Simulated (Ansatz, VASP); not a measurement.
# Cross-check of Ge (Germanium) between VASP and Ansatz

Aim: how closely do two programs agree when they are given the same cell, functional and k mesh? The cell is taken from a series of runs on this material, whose earlier steps may have relaxed, scaled, displaced or heated it; both programs get it as it stands.

Main program and level: Ansatz 0.2.0; plane waves, with VASP 6.6.1 beside it; LDA.

### Step 1. The structure

It takes space group I4_1/amd (No. 141, tetragonal). Conventional cell: a = 3.998 Å, b = 3.998 Å, c = 5.509 Å, α = 90.00°, β = 90.00°, γ = 90.00°. Nearest to Ge lie 4 Ge at 2.43 Å.

Coordinates:

```
Ge
1.0
     0.00000    2.82727    2.75450
     2.82727    0.00000    2.75450
     2.82727    2.82727    0.00000
Ge
2
Direct
  0.50000 0.50000 0.50000
  0.75000 0.75000 0.75000
```

### Step 2. VASP: zone-centre phonons, LDA

Second derivatives magnify differences that forces hide, and they need a tight electronic threshold.

Lines of VASP's logs that name or quote its potential files are left out, and so is its time.

Input file INCAR:

```
SYSTEM = Ge
PREC = Accurate
ENCUT = 500
EDIFF = 1E-08
NELM = 120
ISMEAR = 1
SIGMA = 0.2
LREAL = .FALSE.
ALGO = Normal
GGA = PW92
NBANDS = 20
LORBIT = 11
LWAVE = .FALSE.
LCHARG = .FALSE.
ISIF = 2
IBRION = 8
LASPH = .TRUE.
GGA_COMPAT = .FALSE.
KPAR = 2
```

Input file POSCAR:

```
Ge
1.0
    0.0000000000      2.8272743569      2.7544970679
    2.8272743569      0.0000000000      2.7544970679
    2.8272743569      2.8272743569      0.0000000000
Ge
2
Direct
    0.5000000000      0.5000000000      0.5000000000
    0.7500000000      0.7500000000      0.7500000000
```

Input file KPOINTS:

```
Automatic mesh
0
Gamma
16 16 16
0 0 0
```

PAW data sets: Ge_d (LDA family, release 64).

Command:

```sh
mpirun -np 2 vasp_std
```

Numbers of over 12 decimals in the logs are rounded to 6 here.

The log of the run:

```text
[banner, memory and clock lines left out]
running    2 mpi-ranks, on    1 nodes
 distrk:  each k-point on    1 cores,    2 groups
 distr:  one band on    1 cores,    1 groups

 POSCAR found type information on POSCAR Ge
 POSCAR found :  1 types and       2 ions
|                                                                             |
|               ----> ADVICE to this user running VASP <----                  |
|                                                                             |
|     You enforced a specific xc type in the INCAR file but a different       |
|     [... a line on the potential file left out ...]
|     I HOPE YOU KNOW WHAT YOU ARE DOING!                                     |
|                                                                             |

 LDA part: xc-table for (Slater(with rela. corr.)+PW92), standard interpolation
 POSCAR, INCAR and KPOINTS ok, starting setup
 FFT: planning ... GRIDC
 FFT: planning ... GRID_SOFT
 FFT: planning ... GRID
 WAVECAR not read
 entering main loop
       N       E                     dE             d eps       ncg     rms          rms(c)
DAV:   1     0.182947874353E+03    0.18295E+03   -0.14716E+04 15056   0.372E+03
DAV:   2     0.147424599226E+02   -0.16821E+03   -0.16357E+03 13992   0.581E+02
DAV:   3    -0.978479748833E+01   -0.24527E+02   -0.24343E+02 15776   0.143E+02
DAV:   4    -0.105547578162E+02   -0.76996E+00   -0.76947E+00 15696   0.299E+01
DAV:   5    -0.105671601243E+02   -0.12402E-01   -0.12402E-01 15616   0.411E+00    0.340E+00
DAV:   6    -0.104421983567E+02    0.12496E+00   -0.40520E-02 15440   0.166E+00    0.195E+00
DAV:   7    -0.103797948463E+02    0.62404E-01   -0.81131E-02 14676   0.210E+00    0.141E-01
DAV:   8    -0.103805007873E+02   -0.70594E-03   -0.57190E-03 15780   0.852E-01    0.451E-02
DAV:   9    -0.103805345353E+02   -0.33748E-04   -0.89111E-05 16304   0.981E-02    0.133E-02
DAV:  10    -0.103805309905E+02    0.35448E-05   -0.96095E-06 18868   0.468E-02    0.430E-03
DAV:  11    -0.103805308367E+02    0.15382E-06   -0.10507E-06 15080   0.813E-03    0.181E-03
DAV:  12    -0.103805308385E+02   -0.18363E-08   -0.77953E-08 18952   0.430E-03
   1 F= -.10380531E+02 E0= -.10380608E+02  d E =0.230364E-03
 Linear response reoptimize wavefunctions to high precision
DAV:   1    -0.103805308381E+02    0.44292E-09   -0.42176E-09 13224   0.573E-04
DAV:   2    -0.103805308381E+02   -0.27285E-10   -0.19518E-10  9112   0.161E-04
 Linear response DOF=           2
 Linear response progress:
  Degree of freedom:   1/  2
       N       E                     dE             d eps       ncg     rms          rms(c)
RMM:   1    -0.188151927203E+00   -0.18815E+00    0.85647E+00 53500   0.450E+01
RMM:   2    -0.195670911749E+00   -0.75190E-02   -0.13619E-02 70900   0.112E+00    0.773E-02
RMM:   3    -0.195750897776E+00   -0.79986E-04   -0.98314E-04 75812   0.324E-01    0.445E-02
RMM:   4    -0.195712468380E+00    0.38429E-04   -0.64147E-05 80591   0.823E-02    0.469E-03
RMM:   5    -0.195718748245E+00   -0.62799E-05   -0.48732E-06 77649   0.190E-02    0.242E-03
RMM:   6    -0.195728919955E+00   -0.10172E-04   -0.36492E-07 78588   0.515E-03    0.300E-04
RMM:   7    -0.195728161117E+00    0.75884E-06   -0.20808E-07 81029   0.170E-03    0.185E-04
RMM:   8    -0.195727531541E+00    0.62958E-06   -0.96643E-08 81670   0.602E-04    0.389E-05
RMM:   9    -0.195727390641E+00    0.14090E-06   -0.49241E-08 82307   0.268E-04    0.170E-05
RMM:  10    -0.195727503786E+00   -0.11314E-06   -0.44412E-08 82187   0.128E-04    0.512E-06
RMM:  11    -0.195727515324E+00   -0.11538E-07   -0.37510E-08 83031   0.738E-05    0.260E-06
RMM:  12    -0.195727532219E+00   -0.16895E-07   -0.24273E-08 84231   0.498E-05    0.143E-06
RMM:  13    -0.195727544354E+00   -0.12135E-07   -0.51523E-09 81836   0.393E-05    0.171E-07
RMM:  14    -0.195727543673E+00    0.68084E-09   -0.74565E-09 70219   0.340E-05    0.217E-07
 first order change of Fermi-energy   0.19801E-04
 force on displaced ion       1 direction 1 : -11.565   0.000   0.000
 Linear response progress:
  Degree of freedom:   2/  2
       N       E                     dE             d eps       ncg     rms          rms(c)
RMM:   1    -0.187853296601E+00   -0.18785E+00    0.87261E+00 30134   0.453E+01
RMM:   2    -0.195405650696E+00   -0.75524E-02   -0.14010E-02 40389   0.113E+00    0.752E-02
RMM:   3    -0.195459661710E+00   -0.54011E-04   -0.94041E-04 42808   0.317E-01    0.433E-02
RMM:   4    -0.195410452081E+00    0.49210E-04   -0.67432E-05 45583   0.826E-02    0.489E-03
RMM:   5    -0.195417220122E+00   -0.67680E-05   -0.38633E-06 43909   0.188E-02    0.239E-03
RMM:   6    -0.195427873799E+00   -0.10654E-04   -0.27592E-07 44606   0.519E-03    0.332E-04
RMM:   7    -0.195427275015E+00    0.59878E-06    0.61770E-08 45577   0.166E-03    0.203E-04
RMM:   8    -0.195426908032E+00    0.36698E-06    0.49479E-08 46177   0.576E-04    0.399E-05
RMM:   9    -0.195426741201E+00    0.16683E-06    0.27981E-08 46008   0.259E-04    0.154E-05
RMM:  10    -0.195426822467E+00   -0.81265E-07    0.63791E-09 46422   0.123E-04    0.519E-06
RMM:  11    -0.195426838471E+00   -0.16005E-07   -0.12371E-08 46535   0.711E-05    0.235E-06
RMM:  12    -0.195426855908E+00   -0.17437E-07   -0.10017E-08 47793   0.483E-05    0.143E-06
RMM:  13    -0.195426871077E+00   -0.15169E-07   -0.18955E-09 47906   0.381E-05    0.179E-07
RMM:  14    -0.195426869785E+00    0.12923E-08    0.13079E-09 41100   0.330E-05    0.137E-07
 first order change of Fermi-energy   0.35549E-03
 force on displaced ion       1 direction 3 :   0.000   0.000 -11.666
 Linear response finished
```

OUTCAR, selected parts (step 2):

```text
ion  position               nearest neighbor table
   1  0.500  0.500  0.500-   2 2.43   2 2.43   2 2.43   2 2.43
   2  0.750  0.750  0.750-   1 2.43   1 2.43   1 2.43   1 2.43

  LATTYP: Found a body centered tetragonal cell.
 ALAT       =     3.9983697401
 C/A-ratio  =     1.3778100811

 Subroutine GETGRP returns: Found 16 space group operations
 (whereof  8 operations were pure point group operations)

The static configuration has the point symmetry D_2d.
 The point group associated with its full space group is D_4h.

 Found    349 irreducible k-points:

   k-points           NKPTS =    349   k-points in BZ     NKDIM =    349   number of bands    NBANDS=     20

   dimension x,y,z NGX =    30 NGY =   30 NGZ =   30
   dimension x,y,z NGXF=    60 NGYF=   60 NGZF=   60

   ENCUT  =  500.0 eV  36.75 Ry    6.06 a.u.   7.20  7.20  7.29*2*pi/ulx,y,z

   NELECT =      28.0000    total number of electrons

 k-points in reciprocal lattice and weights: Automatic mesh
   0.00000000  0.00000000  0.00000000       0.000
   0.06250000 -0.00000000  0.00000000       0.002
   0.12500000 -0.00000000  0.00000000       0.002
   0.18750000 -0.00000000  0.00000000       0.002
   0.25000000 -0.00000000  0.00000000       0.002
   0.31250000 -0.00000000  0.00000000       0.002
   0.37500000 -0.00000000  0.00000000       0.002
   0.43750000  0.00000000  0.00000000       0.002
   0.50000000 -0.00000000  0.00000000       0.001
[...]
-0.31250000  0.18750000  0.50000000       0.001
  -0.25000000  0.25000000  0.50000000       0.000

 average (electrostatic) potential at core
       1 -75.1737       2 -75.1737

  Total        0.0090286      0.0090286      0.5257376      0.0000000     -0.0000000      0.0000000
  in kB        0.3284892      0.3284892     19.1280811      0.0000000     -0.0000000      0.0000000
  external PRESSURE =       6.5950199 kB  Pullay stress =       0.0000000 kB

  energy-cutoff  :      500.00
  volume of cell :       44.04
      direct lattice vectors                 reciprocal lattice vectors
     0.000000000  2.827274357  2.754497068    -0.176848773  0.176848773  0.181521340
     2.827274357  0.000000000  2.754497068     0.176848773 -0.176848773  0.181521340
     2.827274357  2.827274357  0.000000000     0.176848773  0.176848773 -0.181521340

 POSITION                                       TOTAL-FORCE (eV/Angst)
 -----------------------------------------------------------------------------------
      2.82727      2.82727      2.75450         0.000000      0.000000      0.000000
      4.24091      4.24091      4.13175        -0.000000     -0.000000     -0.000000
 -----------------------------------------------------------------------------------
    total drift:                                0.000000     -0.000000     -0.000000

 Eigenvectors and eigenvalues of the dynamical matrix
 ----------------------------------------------------

   1 f  =    8.861978 THz    55.681450 2PiTHz  295.603768 cm-1    36.650180 meV
             X         Y         Z           dx          dy          dz
      2.827274  2.827274  2.754497     0.000000    0.000000   -0.707107
      4.240912  4.240912  4.131746     0.000000    0.000000    0.707107

   2 f  =    8.823505 THz    55.439720 2PiTHz  294.320461 cm-1    36.491070 meV
             X         Y         Z           dx          dy          dz
      2.827274  2.827274  2.754497    -0.707107    0.000000    0.000000
      4.240912  4.240912  4.131746     0.707107    0.000000    0.000000

   3 f  =    8.823505 THz    55.439720 2PiTHz  294.320461 cm-1    36.491070 meV
             X         Y         Z           dx          dy          dz
      2.827274  2.827274  2.754497     0.000000   -0.707107    0.000000
      4.240912  4.240912  4.131746     0.000000    0.707107    0.000000

   4 f  =    0.000000 THz     0.000000 2PiTHz    0.000000 cm-1     0.000000 meV
             X         Y         Z           dx          dy          dz
      2.827274  2.827274  2.754497     0.707107    0.000000    0.000000
      4.240912  4.240912  4.131746     0.707107    0.000000    0.000000

   5 f  =    0.000000 THz     0.000000 2PiTHz    0.000000 cm-1     0.000000 meV
             X         Y         Z           dx          dy          dz
      2.827274  2.827274  2.754497     0.000000    0.707107    0.000000
      4.240912  4.240912  4.131746     0.000000    0.707107    0.000000

   6 f  =    0.000000 THz     0.000000 2PiTHz    0.000000 cm-1     0.000000 meV
             X         Y         Z           dx          dy          dz
      2.827274  2.827274  2.754497     0.000000    0.000000    0.707107
      4.240912  4.240912  4.131746     0.000000    0.000000    0.707107

 ELASTIC MODULI CONTR FROM IONIC RELAXATION (kBar)
 Direction    XX          YY          ZZ          XY          YZ          ZX
 --------------------------------------------------------------------------------
 XX           0.0000      0.0000      0.0000      0.0000      0.0000      0.0000
 YY           0.0000      0.0000      0.0000      0.0000      0.0000      0.0000
 ZZ           0.0000      0.0000      0.0000      0.0000      0.0000      0.0000
 XY           0.0000      0.0000      0.0000   -241.9501      0.0000      0.0000
 YZ           0.0000      0.0000      0.0000      0.0000   -243.0629      0.0000
 ZX           0.0000      0.0000      0.0000      0.0000      0.0000   -213.2560
 --------------------------------------------------------------------------------
```

### Step 3. Ansatz: zone-centre phonons, LDA

Ansatz runs on its PAW soft_1 files.

The same cell, functional (in two slightly different forms), mesh and smearing now go to Ansatz, which takes its cutoff from its data sets.

Input file input.yaml:

```yaml
crystal:
  lattice:
    - [0.0, 2.8272743569, 2.7544970679]
    - [2.8272743569, 0.0, 2.7544970679]
    - [2.8272743569, 2.8272743569, 0.0]
  atoms:
    - { symbol: Ge, position: [0.5, 0.5, 0.5] }
    - { symbol: Ge, position: [0.75, 0.75, 0.75] }
kpoints:
  mp_grid: { grid: [16, 16, 16] }
hamiltonian:
  xc: lda
  pseudopotentials: { kind: paw, azcp: { folder: soft_1 }, xc_functional: pbe }
scf:
  occupations: { method: methfessel_paxton, width: 0.2 }
output:
  eigenvalues: true
phonons:
  method: dfpt
```

Command:

```sh
ansatz run input.yaml --threads 4 --pin off --max-ram 10240MiB --backend cpu --events-out ev --progress --plain --runs-dir out
```

The log of the run:

```text
zone centre: on kpoints.mp_grid the ground state, and the responses unless they are solved on pairs of k-points, stand on 621 of the mesh's 4096 k-points, reduced under 4 symmetry operations, with k and −k counted as one. Each operation leaves every solved displacement unchanged or reverses it
Engine: ansatz 0.2.0, aarch64-unknown-linux-gnu
Pseudopotentials: kind: paw
Pseudopotential: Ge, paw, valence charge 14, recommended cutoff 420 eV (normal), soft_1/Ge.paw.azcp
Functional definition: SPW92
  exchange = slater_x
  correlation = pw_c
Crystal: 2 atoms, lattice volume = 44.036 Å³
Basis set: ecut = 420 eV, 877 PW (Γ), exchange–correlation on 64×64×64 points (8 copies of the dense FFT grid, shifted against one another)
Bands: 18, of which v1, the nominal top of the filled ones, is band 14 counted from 1 (13 counted from 0)
Symmetry: 16 space group operations
k-points: 621 of 4096 (irreducible under 4 space group operations, time reversal used)
Non-local potential: Ge, projectors of the file, l = 0: 2, l = 1: 2, l = 2: 3, l = 3: 1
PAW form: soft (Blöchl's): semilocal exchange-correlation on the pseudo side does not see the compensation charge
PAW frozen core: Ge, regenerated for the run's functional, and the local potential with it (the file was generated under x = pbe(κ = 0.804, μ = 0.219515), c = pbe(β = 0.066725))
PAW one-centre angular grid: Ge, 590 points (default); XC on 64 Gauss nodes
Initial density: superposition of atomic densities (chi_scale 0.1, normalization cell)
Initial wavefunctions: pseudopotential atomic-orbital guess
Functional: x = slater, c = lda
SCF iter   1: F=—  HF=-8431.589176 eV  |F-HF|=—  |Δ(HF+E_count)|=         —  Δρ=3.59e-2  dr2=5.19e-1  ethr=3.10e-3  ⟨swp⟩=5.1  Hψ=51355  notcnv=0
preconditioner: auto → Kerker (q_TF=auto, 2.530 Å⁻¹)  [metal: Δε(μ)=0.122 eV  Ē_g=23.525 eV  σ=0.200 eV  W_gap=0.49  n_scr=14 (ndim 8)  ℏωp=29.6 eV  f_vac=0.000  D(μ)=0.02/eV (n_scr^D=0)]
SCF iter   2: F=—  HF=-8431.524734 eV  |F-HF|=—  |Δ(HF+E_count)|=   6.44e-2  S|Δr|=    0.00e0  Δρ=2.35e-2  dr2=2.58e-1  ethr=1.85e-3  ⟨swp⟩=1.0  Hψ=16165  notcnv=0
SCF iter   3: F=—  HF=-8431.450999 eV  |F-HF|=—  |Δ(HF+E_count)|=   7.37e-2  S|Δr|=    0.00e0  Δρ=3.96e-3  dr2=1.16e-2  ethr=9.21e-4  ⟨swp⟩=2.0  Hψ=16041  notcnv=0
SCF iter   4: F=—  HF=-8431.449908 eV  |F-HF|=—  |Δ(HF+E_count)|=   1.09e-3  S|Δr|=    0.00e0  Δρ=2.28e-3  dr2=3.26e-3  ethr=4.15e-5  ⟨swp⟩=2.0  Hψ=17418  notcnv=0
SCF iter   5: F=—  HF=-8431.449452 eV  |F-HF|=—  |Δ(HF+E_count)|=   4.56e-4  S|Δr|=    0.00e0  Δρ=6.90e-4  dr2=1.27e-4  ethr=1.16e-5  ⟨swp⟩=2.0  Hψ=19875  notcnv=0
SCF iter   6: F=—  HF=-8431.449424 eV  |F-HF|=—  |Δ(HF+E_count)|=   2.74e-5  S|Δr|=    0.00e0  Δρ=1.18e-4  dr2=3.74e-6  ethr=4.53e-7  ⟨swp⟩=2.0  Hψ=19202  notcnv=0
SCF iter   7: F=—  HF=-8431.449430 eV  |F-HF|=—  |Δ(HF+E_count)|=   5.79e-6  S|Δr|=    0.00e0  Δρ=3.12e-5  dr2=2.86e-7  ethr=1.33e-8  ⟨swp⟩=2.0  Hψ=19819  notcnv=0
SCF iter   8: F=—  HF=-8431.449431 eV  |F-HF|=—  |Δ(HF+E_count)|=   5.50e-7  S|Δr|=    0.00e0  Δρ=6.12e-6  dr2=1.28e-8  ethr=1.02e-9  ⟨swp⟩=2.0  Hψ=19589  notcnv=0
SCF iter   9: F=—  HF=-8431.449431 eV  |F-HF|=—  |Δ(HF+E_count)|=   1.85e-8  S|Δr|=    0.00e0  Δρ=9.89e-7  dr2=3.54e-10  ethr=4.56e-11  ⟨swp⟩=2.0  Hψ=19831  notcnv=0
SCF iter  10: F=-8431.449431 eV  HF=-8431.449431 eV  |F-HF|=5.46e-12  |Δ(HF+E_count)|=  6.13e-10  S|Δr|=    0.00e0  Δρ=9.57e-8  dr2=2.84e-12  ethr=1.00e-12  ⟨swp⟩=4.1  Hψ=53271  notcnv=0
SCF 1 converged in 10 iterations: F = -8431.449431 eV  dr2 = 2.84e-12
  greatest PAW one-centre occupation: 0.998 electrons in one spin orbital (limit 2), on the Ge atom at site 1 (counted from 0), in its partial waves of l = 2
DFPT response loops at Γ: preconditioner auto → Kerker (q_TF=auto, 2.530 Å⁻¹) (partly filled bands, converged f_vac=0.053); β = 1.00, the filter's whole step (`scf.mixing.beta` (0.50) is not read by the response loops under this deck's `scf.mixing.preconditioner`; to damp them name `kerker` or `kerker_dos`, under which they read `scf.mixing.beta`, and type it under 1.00, their step now; both keys bind the ground state too); Broyden in place of MSR1
SCF converged after 10 iterations
Stability not checked: this state was not tested for a lower state beside it, because cold or Methfessel-Paxton smearing, or corrected tetrahedra, fill the levels in a way that the test cannot read (fill_not_monotonic; see scf.lower_state_search)
Free energy (F): -8431.449431 eV
Harris-Foulkes:  -8431.449431 eV  (|F-HF|=5.46e-12)
Internal energy: -8431.449633 eV  (E = F + TS)
E sigma→0 (E₀):  -8431.449481 eV
Entropy (-TS):   0.000202 eV (0.101 meV/atom)
Fermi energy:    8.653591 eV
Step filling:    the computed levels leave a gap of 0.0583 eV = 0.3 smearing widths at the electron count; against every level under it full and every level over it empty, smearing changes F+E_penalty+E_count by +0.104 meV and its σ→0 estimate by +0.053 meV
--- Per-component energies (eV) ---
  E_band       = -302.264211
  E_kinetic    = 187.394953
  E_local      = -4470.750673  (includes V_loc(G=0)·N_el)
  E_nonlocal   = 442.214080
  E_hartree    = 2130.840296
  E_xc         = -143.308964
  E_vxc        = -131.878136  (∫ρ·V_xc dr)
  E_paw        = -3869.210865  (= ΣΔE_a)
  E_vpaw       = -590.925079  (= ΣTr[D̂ρ^β])
  E_aug_tail   = 0.000034  (compensation charges beyond the density's cutoff)
  E_ewald      = -2712.445147
  E_core_change = 3.816653  (= ΣΔE_core)
  E_smearing   = 0.000202  (= −TS)
  E_closure    = 0.000000  (closes the sum)
  Σ components = -8431.449431   (vs F -8431.449431, Δ=0.00e0)
--- Band table (eV; the first three rows and the last of 621) ---
  k-point 0: bands = [... 10 lower, -4.4258, 8.5343, 8.5343, 8.6631, 8.7332, 11.0593, 11.1864, 11.1864]
  k-point 1: bands = [... 10 lower, -4.3768, 7.4590, 8.4301, 8.5673, 9.4580, 11.2026, 11.3193, 11.3908]
  k-point 2: bands = [... 10 lower, -4.2307, 6.2078, 8.1789, 8.3273, 9.6374, 11.5564, 11.6369, 12.1166]
  k-point 620: bands = [... 10 lower, -0.3556, -0.3556, 5.3081, 5.3081, 9.0916, 9.0916, 18.2426, 18.2426]
--- Phonons (Γ-DFPT): 2 representative perturbations + reference, on 621 of 4096 k-points (Σ response iterations 6) ---
  k mesh reduced under 4 symmetry operations, with k and −k counted as one. Each operation leaves every solved displacement unchanged or reverses it
  ASR residual: 1.713e-5 → 0.000e0 eV/Å²; symmetrization residual: 1.378e-12 eV/Å²
  ASR residual per site (eV/Å²): 1.71e-5 1.71e-5
  Γ frequencies (cm⁻¹): 0.00 0.00 0.00 292.31 292.31 293.67
  non-analytic LO–TO correction: not included (Born effective charges unavailable; polar crystals: no LO–TO splitting at Γ)
```

The column dr2 measures how far the density is from self-consistency, as an energy; F and HF (Harris–Foulkes) agree once it is small.

### Step 4. Side by side

Known differences besides the potentials themselves: the cutoff is 420 eV in Ansatz and 500 eV in VASP; VASP's log shows a relativistic correction to its local exchange, Ansatz's none. Total energies have different zeros and are not compared.

Compared:

```tsv
quantity	Ansatz	VASP	difference
optical mode 1 to 2 (cm⁻¹)	292.3	294.3	-0.68 %
optical mode 3 (cm⁻¹)	293.7	295.6	-0.65 %
```

Modes are paired by rising frequency, not by their patterns, so a pair may set unlike modes beside each other; they are those without the splitting of longitudinal modes.

### Step 5. Results

```
r.m.s. difference of the optical zone-centre modes, each program's sorted by frequency (zone-centre phonons, LDA) : 2.0 cm⁻¹
difference in optical mode 1 to 2 (zone-centre phonons, LDA)                                                      : -0.7 %
```

What this shows: The r.m.s. difference of the optical zone-centre modes, each program's sorted by frequency is 2.0 cm⁻¹ (zone-centre phonons, LDA). Among the rows given in per cent, the largest difference of the zone-centre phonons, LDA pair is in optical mode 1 to 2, -0.7 %. Such differences can come from data sets, numerical settings and the points named under the comparisons, not from the functional's error against experiment.

[Lines on the potential files, build, host, timing and source positions are cut from VASP's logs without a mark.]

[Logs are printed without paths, hosts, clocks, repeated set-up lines and the standing remarks that a program may print on its own settings, such as how far it seeks lower states.]

[Hosts, paths, dates, database ids (printed as entryN), source tags and the programs' standing remarks are cut or masked in the printed files.]
